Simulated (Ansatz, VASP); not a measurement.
## Cross-check of Si2Mo between VASP and Ansatz

Wanted: the spread between two codes on one cell, functional and k mesh. The cell is taken from a series of runs on this material, whose earlier steps may have relaxed, scaled, displaced or heated it; both programs get it as it stands.

Program: Ansatz 0.2.0. Level of theory: plane waves, with VASP 6.6.1 beside it; single point at r2SCAN. Results are calculated unless marked as measured.

## Step 1: The structure

It takes space group P6_222 (No. 180, hexagonal). Conventional cell: a = 4.585 Å, b = 4.585 Å, c = 6.580 Å, α = 90.00°, β = 90.00°, γ = 120.00°. Nearest to Mo lie 10 Si at 2.57 to 2.67 Å. Nearest to Si lie 5 Si at 2.55 to 2.67 Å and 5 Mo at 2.57 to 2.67 Å. Farther neighbours are not listed.

## Step 2: Ansatz: single point, r2SCAN

Ansatz runs on its default PAW (the set named soft_2) files.

With cell and atoms fixed, the geometry can't cause a difference; cores, projectors, grids and the points listed under the comparison can.

Contents of input.yaml:

```yaml
crystal:
  lattice:
    - [4.5854715599, 0.0, 0.0]
    - [-2.29273578, 3.9711348592, 0.0]
    - [0.0, 0.0, 6.5797601]
  atoms:
    - { symbol: Mo, position: [0.5, 0.5, 0.8333333333] }
    - { symbol: Mo, position: [0.0, 0.5, 0.1666666667] }
    - { symbol: Mo, position: [0.5, 0.0, 0.5] }
    - { symbol: Si, position: [0.16387298, 0.32774596, 0.5] }
    - { symbol: Si, position: [0.67225404, 0.83612702, 0.1666666667] }
    - { symbol: Si, position: [0.83612702, 0.16387298, 0.8333333333] }
    - { symbol: Si, position: [0.83612702, 0.67225404, 0.5] }
    - { symbol: Si, position: [0.32774596, 0.16387298, 0.1666666667] }
    - { symbol: Si, position: [0.16387298, 0.83612702, 0.8333333333] }
kpoints:
  mp_grid: { grid: [12, 12, 6] }
  band_path:
    path:
      - [[0.0, 0.0, 0.0], [0.5, 0.0, 0.0], [0.333333, 0.333333, 0.0], [0.0, 0.0, 0.0], [0.0, 0.0, 0.5], [0.5, 0.0, 0.5], [0.333333, 0.333333, 0.5], [0.0, 0.0, 0.5]]
      - [[0.5, 0.0, 0.5], [0.5, 0.0, 0.0]]
      - [[0.333333, 0.333333, 0.5], [0.333333, 0.333333, 0.0]]
    npoints: 5
scf:
  occupations: { method: fermi_dirac, width: 0.05 }
  n_extra_bands: 12
hamiltonian:
  xc: r2scan
  pseudopotentials: { kind: paw }
output:
  forces: true
  stress: true
  dos:
    projected: true
    de: 0.05
    e_range: [-30, 12]
    nscf_kmesh: { grid: [12, 12, 8] }
  fatbands: true
  eigenstates:
    kpoints:
      - [0.0, 0.0, 0.0]
      - [0.08333333, -0.04166667, 0.0]
      - [0.16666667, -0.08333333, 0.0]
      - [0.25, -0.125, 0.0]
      - [0.33333333, -0.16666667, 0.0]
      - [0.41666667, -0.20833333, 0.0]
      - [0.5, -0.25, 0.0]
      - [-0.41666667, -0.29166667, 0.0]
      - [-0.33333333, -0.33333333, 0.0]
      - [-0.25, -0.375, 0.0]
      - [-0.16666667, -0.41666667, 0.0]
      - [-0.08333333, -0.45833333, 0.0]
      - [0.0, -0.5, 0.0]
      - [-1.7e-07, -0.41666667, 0.0]
      - [-3.3e-07, -0.33333333, 0.0]
      - [-5.0e-07, -0.25, 0.0]
      - [-6.7e-07, -0.16666667, 0.0]
      - [-8.3e-07, -0.08333333, 0.0]
      - [-1.0e-06, 0.0, 0.0]
      - [-0.0714295, 0.0, 0.0]
      - [-0.142858, 0.0, 0.0]
      - [-0.2142865, 0.0, 0.0]
      - [-0.285715, 0.0, 0.0]
      - [-0.3571435, 0.0, 0.0]
      - [-0.428572, 0.0, 0.0]
      - [0.4999995, 0.0, 0.0]
      - [0.428571, 0.0, 0.0]
      - [0.3571425, 0.0, 0.0]
      - [0.285714, 0.0, 0.0]
      - [0.2142855, 0.0, 0.0]
      - [0.142857, 0.0, 0.0]
      - [0.0714285, 0.0, 0.0]
      - [0.0, 0.0, 0.125]
      - [0.0, 0.0, 0.25]
      - [0.0, 0.0, 0.375]
      - [0.0, 0.0, 0.5]
      - [0.08333333, -0.04166667, 0.5]
      - [0.16666667, -0.08333333, 0.5]
      - [0.25, -0.125, 0.5]
      - [0.33333333, -0.16666667, 0.5]
      - [0.41666667, -0.20833333, 0.5]
      - [0.5, -0.25, 0.5]
      - [-0.41666667, -0.29166667, 0.5]
      - [-0.33333333, -0.33333333, 0.5]
      - [-0.25, -0.375, 0.5]
      - [-0.16666667, -0.41666667, 0.5]
      - [-0.08333333, -0.45833333, 0.5]
      - [0.0, -0.5, 0.5]
      - [-1.7e-07, -0.41666667, 0.5]
      - [-3.3e-07, -0.33333333, 0.5]
      - [-5.0e-07, -0.25, 0.5]
      - [-6.7e-07, -0.16666667, 0.5]
      - [-8.3e-07, -0.08333333, 0.5]
      - [-1.0e-06, 0.0, 0.5]
    e_range: [-9.0, 4.0]
    unfold: { supercell_matrix: [[2, 1, 0], [-1, 1, 0], [0, 0, 1]] }
```

The run is started by

```
ansatz run input.yaml --threads 4 --pin off --max-ram 10240MiB --backend cpu --events-out ev --progress --plain --runs-dir out
```

Numbers of over 12 decimals in the logs are rounded to 6 here.

Output:

```text
scf.n_extra_bands = 12 over 33 filled bands (N_el = 66.0): the run solves 45 bands
Engine: ansatz 0.2.0, aarch64-unknown-linux-gnu
Pseudopotentials: kind: paw
Pseudopotential: Mo, paw, valence charge 14, recommended cutoff 500 eV (meta_gga), Mo.paw.azcp
Pseudopotential: Si, paw, valence charge 4, recommended cutoff 500 eV (meta_gga), Si.paw.azcp
Functional definition: r2SCAN
  parameter k0 = 0.174
  parameter k1 = 0.065
  parameter a1 = 4.9479
  exchange = r2scan_x(k0 = k0, k1 = k1, a1 = a1)
  correlation = r2scan_c
Crystal: 9 atoms, lattice volume = 119.814 Å³
Basis set: ecut = 500 eV, 3101 PW (Γ), exchange–correlation on 144×144×192 points (64 copies of the dense FFT grid, shifted against one another)
Bands: 45, of which v1, the nominal top of the filled ones, is band 33 counted from 1 (32 counted from 0)
Symmetry: 12 space group operations
Space group: P6222 (ITA 180), of the structure as read, at distance tolerance 4.9e-5 Å
k-points: 76 of 864 (time reversal used)
Non-local potential: Mo, projectors of the file, l = 0: 3, l = 1: 2, l = 2: 2, l = 3: 1
Non-local potential: Si, projectors of the file, l = 0: 2, l = 1: 2, l = 2: 2
PAW form: soft (Blöchl's): semilocal exchange-correlation on the pseudo side does not see the compensation charge
PAW frozen core: Mo, regenerated for the run's functional (the file was generated under x = pbe(κ = 0.804, μ = 0.219515), c = pbe(β = 0.066725))
PAW frozen core: Si, regenerated for the run's functional (the file was generated under x = pbe(κ = 0.804, μ = 0.219515), c = pbe(β = 0.066725))
PAW one-centre angular grid: Mo, 590 points (default); XC on 160 Gauss nodes
PAW one-centre angular grid: Si, 302 points (default); XC on 160 Gauss nodes
Initial density: superposition of atomic densities (neutral atoms: chi_scale 0, normalization atom), corrected by the library's trained network
Initial wavefunctions: pseudopotential atomic-orbital guess
Functional: x = r2scan, c = r2scan; τ floored in thin density (d = 2e-4 eV/Å³)
SCF iter   1: F=—  HF=-18741.045041 eV  |F-HF|=—  |Δ(HF+E_count)|=         —  Δρ=9.63e-3  dr2=8.35e-2  dr2_τ=1.02e-1  ethr=1.77e-3  ⟨swp⟩=7.1  Hψ=15308  notcnv=0  defer=26
preconditioner: auto → Resta (q_TF=auto, 2.470 Å⁻¹)  ε∞=8.1  [insulator: Δε(μ)=0.130 eV  Ē_g=8.233 eV  σ=0.050 eV  W_gap=0.57  n_scr=22 (ndim 8)  ℏωp=22.0 eV  f_vac=0.000  D(μ)=0.08/eV (n_scr^D=0)  ε∞_Penn≈8.1]
SCF iter   2: F=—  HF=-18741.157439 eV  |F-HF|=—  |Δ(HF+E_count)|=   1.12e-1  Δρ=6.02e-3  dr2=2.47e-2  dr2_τ=1.52e-3  ethr=1.27e-4  ⟨swp⟩=2.0  Hψ=6345  notcnv=0  defer=191
SCF iter   3: F=—  HF=-18741.160339 eV  |F-HF|=—  |Δ(HF+E_count)|=   2.90e-3  Δρ=1.99e-3  dr2=6.52e-3  dr2_τ=1.36e-3  ethr=3.74e-5  ⟨swp⟩=2.0  Hψ=5707  notcnv=0  defer=191
SCF iter   4: F=—  HF=-18741.159589 eV  |F-HF|=—  |Δ(HF+E_count)|=   7.50e-4  Δρ=3.23e-4  dr2=6.56e-5  dr2_τ=7.62e-6  ethr=9.88e-6  ⟨swp⟩=2.0  Hψ=4181  notcnv=0  defer=191
SCF iter   5: F=—  HF=-18741.159601 eV  |F-HF|=—  |Δ(HF+E_count)|=   1.16e-5  Δρ=8.09e-5  dr2=7.21e-6  dr2_τ=4.20e-7  ethr=9.94e-8  ⟨swp⟩=2.0  Hψ=5295  notcnv=0  defer=191
SCF iter   6: F=—  HF=-18741.159602 eV  |F-HF|=—  |Δ(HF+E_count)|=   1.71e-6  Δρ=1.87e-5  dr2=4.60e-7  dr2_τ=2.44e-8  ethr=1.09e-8  ⟨swp⟩=2.2  Hψ=5043  notcnv=0  defer=191
SCF iter   7: F=-18741.159602 eV  HF=-18741.159602 eV  |F-HF|=6.89e-9  |Δ(HF+E_count)|=   1.40e-7  Δρ=3.16e-6  dr2=9.33e-9  dr2_τ=3.32e-10  ethr=1.52e-10  ⟨swp⟩=10.0  Hψ=14568  notcnv=0
SCF 1 converged in 7 iterations: F = -18741.159602 eV  dr2 = 9.33e-9
  greatest PAW one-centre occupation: 0.997 electrons in one spin orbital (limit 2), on the Mo atom at site 2 (counted from 0), in its partial waves of l = 0
NSCF: frozen V_eff on 48 k-points
NSCF: frozen V_eff on 95 k-points
[...]
SCF converged after 7 iterations
Free energy (F): -18741.159602 eV
Harris-Foulkes:  -18741.159602 eV  (|F-HF|=6.89e-9)
Internal energy: -18741.158870 eV  (E = F + TS)
E sigma→0 (E₀):  -18741.159236 eV
Entropy (-TS):   -0.000732 eV (-0.081 meV/atom)
Fermi energy:    16.730281 eV
--- Per-component energies (eV) ---
  E_band       = -172.626675
  E_kinetic    = 1594.027516
  E_local      = -3413.350612  (includes V_loc(G=0)·N_el)
  E_nonlocal   = 571.164486
  E_hartree    = 1275.275378
  E_xc         = -858.420888
  E_vxc        = -1090.153977  (∫ρ·V_xc dr)
  E_paw        = -12769.138191  (= ΣΔE_a)
  E_vpaw       = -449.656770  (= ΣTr[D̂ρ^β])
  E_aug_tail   = 0.000058  (compensation charges beyond the density's cutoff)
  E_vtau       = 64.787803  (kinetic-family band-sum trace: ∫τ·v_τ [+ j·A + Jᵃ·Aᵃ] dr)
  E_ewald      = -5139.594408
  E_core_change = -1.122209  (= ΣΔE_core)
  E_smearing   = -0.000732  (= −TS)
  E_closure    = -0.000000  (closes the sum)
  Σ components = -18741.159602   (vs F -18741.159602, Δ=0.00e0)
--- Forces (eV/Å), atoms counted from 1 ---
  atom   1  Mo    -0.00000000    -0.00000000     0.00000000
  atom   2  Mo    -0.00000000     0.00000000    -0.00000000
  atom   3  Mo     0.00000000    -0.00000000     0.00000000
  atom   4  Si     0.00000000    -0.00146915    -0.00000000
  atom   5  Si     0.00127232     0.00073458     0.00000000
  atom   6  Si     0.00127232    -0.00073458    -0.00000000
  atom   7  Si    -0.00000000     0.00146915    -0.00000000
  atom   8  Si    -0.00127232    -0.00073458     0.00000000
  atom   9  Si    -0.00127232     0.00073458    -0.00000000
  max |Σ_I F_I| component: 3.37e-17 eV/Å
--- Stress (GPa, compression-positive) ---
       -0.222735      -0.000000       0.000000
       -0.000000      -0.222735       0.000000
       -0.000000       0.000000      -0.289891
  P = ⅓ Tr σ = -0.2451 GPa (-2.451 kbar)
--- Band table (eV; the first three rows and the last of 76) ---
  k-point 0: bands = [... 29 lower, 13.4759, 13.7375, 14.3982, 15.7926, 18.8760, 19.1993, 19.1993, 19.3669, ... 8 higher]
  k-point 1: bands = [... 29 lower, 13.5744, 13.8643, 14.4349, 16.0194, 18.9722, 18.9891, 19.2466, 19.3669, ... 8 higher]
  k-point 2: bands = [... 29 lower, 14.2248, 14.3890, 14.7942, 16.2905, 18.8881, 18.8913, 19.0716, 19.3105, ... 8 higher]
  k-point 75: bands = [... 29 lower, 14.7316, 15.1009, 15.1009, 16.0392, 17.4192, 17.9596, 17.9596, 18.6276, ... 8 higher]
```

The column dr2 measures how far the density is from self-consistency, as an energy; F and HF (Harris–Foulkes) agree once it is small.

## Step 3: VASP: single point, r2SCAN

The same cell, functional, mesh and smearing now go to VASP, with its own data sets.

Lines of VASP's logs that name or quote its potential files are left out, and so is its time.

Contents of INCAR:

```
SYSTEM = Si2Mo
PREC = Accurate
ENCUT = 550
EDIFF = 1E-06
NELM = 120
ISMEAR = -1
SIGMA = 0.05
LREAL = .FALSE.
ALGO = Normal
METAGGA = R2SCAN
LASPH = .TRUE.
NBANDS = 42
LORBIT = 11
LWAVE = .FALSE.
LCHARG = .FALSE.
ISIF = 2
GGA_COMPAT = .FALSE.
EFERMI = MIDGAP
LMIXTAU = .TRUE.
KPAR = 2
```

Contents of POSCAR:

```
Si2Mo
1.0
    4.5854715599      0.0000000000      0.0000000000
   -2.2927357800      3.9711348592      0.0000000000
    0.0000000000      0.0000000000      6.5797601000
Mo Si
3 6
Direct
    0.5000000000      0.5000000000      0.8333333333
    0.0000000000      0.5000000000      0.1666666667
    0.5000000000      0.0000000000      0.5000000000
    0.1638729800      0.3277459600      0.5000000000
    0.6722540400      0.8361270200      0.1666666667
    0.8361270200      0.1638729800      0.8333333333
    0.8361270200      0.6722540400      0.5000000000
    0.3277459600      0.1638729800      0.1666666667
    0.1638729800      0.8361270200      0.8333333333
```

Contents of KPOINTS:

```
Automatic mesh
0
Gamma
12 12 6
0 0 0
```

PAW data sets: Mo_sv and Si (PBE family, release 64).

The run is started by

```
mpirun -np 2 vasp_std
```

Output:

```text
[banner, memory and clock lines left out]
running    2 mpi-ranks, on    1 nodes
 distrk:  each k-point on    1 cores,    2 groups
 distr:  one band on    1 cores,    1 groups

 POSCAR found type information on POSCAR MoSi
 POSCAR found :  2 types and       9 ions
|                                                                             |
|               ----> ADVICE to this user running VASP <----                  |
|                                                                             |
|     You enforced a specific xc type in the INCAR file but a different       |
|     [... a line on the potential file left out ...]
|     I HOPE YOU KNOW WHAT YOU ARE DOING!                                     |
|                                                                             |

 LDA part: xc-table for (None), standard interpolation
 POSCAR, INCAR and KPOINTS ok, starting setup
 FFT: planning ... GRIDC
 FFT: planning ... GRID_SOFT
 FFT: planning ... GRID
 WAVECAR not read
 entering main loop
       N       E                     dE             d eps       ncg     rms          rms(c)
DAV:   1     0.505608271446E+03    0.50561E+03   -0.38757E+04  6744   0.163E+03
DAV:   2    -0.128327675191E+03   -0.63394E+03   -0.61375E+03  7246   0.427E+02
DAV:   3    -0.155591021416E+03   -0.27263E+02   -0.26754E+02  8280   0.774E+01
DAV:   4    -0.156053799128E+03   -0.46278E+00   -0.46014E+00  7784   0.952E+00
DAV:   5    -0.156062012785E+03   -0.82137E-02   -0.82030E-02  8082   0.127E+00    0.427E+01
DAV:   6    -0.140270683377E+03    0.15791E+02   -0.15903E+01  7474   0.267E+01    0.871E+00
DAV:   7    -0.133651053369E+03    0.66196E+01   -0.20998E+00  7246   0.891E+00    0.619E+00
DAV:   8    -0.134381210670E+03   -0.73016E+00   -0.16126E+00  7032   0.754E+00    0.203E+00
DAV:   9    -0.134740730162E+03   -0.35952E+00   -0.33803E-01  6938   0.391E+00    0.518E-01
DAV:  10    -0.134742118747E+03   -0.13886E-02   -0.49910E-02  7598   0.124E+00    0.213E-01
DAV:  11    -0.134763348019E+03   -0.21229E-01   -0.53940E-02  6810   0.147E+00    0.159E-01
DAV:  12    -0.134768235396E+03   -0.48874E-02   -0.37793E-03  7252   0.395E-01    0.581E-02
DAV:  13    -0.134771578513E+03   -0.33431E-02   -0.19263E-03  7376   0.299E-01    0.426E-02
DAV:  14    -0.134771663774E+03   -0.85261E-04   -0.24129E-04  7286   0.970E-02    0.168E-02
DAV:  15    -0.134771699410E+03   -0.35636E-04   -0.19167E-05  7608   0.292E-02    0.122E-02
DAV:  16    -0.134771699017E+03    0.39333E-06   -0.54617E-06  6568   0.168E-02
   1 F= -.13477170E+03 E0= -.13477132E+03  d E =-.750189E-03
```

(Continued in part 2 of 2.)

[Lines on the potential files, build, host, timing and source positions are cut from VASP's logs without a mark.]

[Logs are printed without paths, hosts, clocks, repeated set-up lines and the standing remarks that a program may print on its own settings, such as how far it seeks lower states.]

[Hosts, paths, dates, database ids (printed as entryN), source tags and the programs' standing remarks are cut or masked in the printed files.]
